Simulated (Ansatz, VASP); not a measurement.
One calculation of GeCN2, two programs

File INCAR:

```
  PREC = Accurate
  ENCUT = 520
  EDIFF = 1E-7
  ISMEAR = 0
  SIGMA = 0.05
  LREAL = F
  LASPH = T
  NELM = 100
  ALGO = Normal
  ISIF = 2
  LWAVE = F
  LCHARG = F
  GGA = PS
  NBANDS = 22
```

KPOINTS

```
Automatic mesh
0
Gamma
  9 9 9
```

File POSCAR:

```
GeCN2
1.0
    1.7937903697      1.0356453528      4.9219572124
   -1.7937903697      1.0356453528      4.9219572124
    0.0000000000     -2.0712907057      4.9219572124
Ge C N
1 1 2
Direct
    0.0000000000      0.0000000000      0.0000000000
    0.5000000000      0.5000000000      0.5000000000
    0.4160956000      0.4160956000      0.4160956000
    0.5839044000      0.5839044000      0.5839044000
```

Input for Ansatz:

```yaml
crystal:
  lattice:
    - [1.7937903697, 1.0356453528, 4.9219572124]
    - [-1.7937903697, 1.0356453528, 4.9219572124]
    - [0.0, -2.0712907057, 4.9219572124]
  atoms:
    - { symbol: Ge, position: [0.0, 0.0, 0.0] }
    - { symbol: C, position: [0.5, 0.5, 0.5] }
    - { symbol: "N", position: [0.4160956, 0.4160956, 0.4160956] }
    - { symbol: "N", position: [0.5839044, 0.5839044, 0.5839044] }
basis:
  ecutwfc: 420
kpoints:
  mp_grid: { grid: [9, 9, 9] }
hamiltonian:
  xc: pbesol
scf:
  occupations: { method: gaussian, width: 0.05 }
output:
  forces: true
  stress: true
  eigenvalues: true
```

The cell comes from a database or a generator and needn't be the stable form of this composition.

Alike in both runs: task single point; functional PBEsol; k mesh 9 × 9 × 9; occupations gaussian, width 0.05 eV; no spin polarisation.

|  | VASP | Ansatz |
| --- | --- | --- |
| version | VASP 6.6.1 | Ansatz 0.2.0 |
| potentials or method | VASP PAW PBE potentials, release 64 (Ge_d, C, N) | scalar-relativistic, plane waves, PAW |
| plane-wave cutoff (eV) | 520 | 420 |
| valence electrons in the cell | 28 | 28 |

Ansatz gave:

| Property | Result |
| --- | --- |
| gap on the k mesh at the Fermi level (eV) | 1.00 |
| least direct gap on the mesh (eV) | 1.84 |
| pressure (GPa) | -3.3 |
| largest component of the traceless stress (GPa) | 0.12 |
| rms of the force components (eV/Å) | 0.027 |

Problem. What did VASP give for the same quantities?

Solution. gap on the k mesh at the Fermi level (eV): 1.00; least direct gap on the mesh (eV): 1.82; pressure (GPa): -3.1; largest component of the traceless stress (GPa): 0.55; rms of the force components (eV/Å): 0.077.

Atom by atom the forces differ by 0.051 eV/Å (rms over components).

Caveats: the standard files for N, O and F lose accuracy on very short bonds; the PAW data sets were made with another functional, which shifts forces and pressure a little (VASP); an odd mesh through Γ misses points on the zone boundary, where band edges often lie. As with any semilocal functional, this PBEsol gap is likely too small.
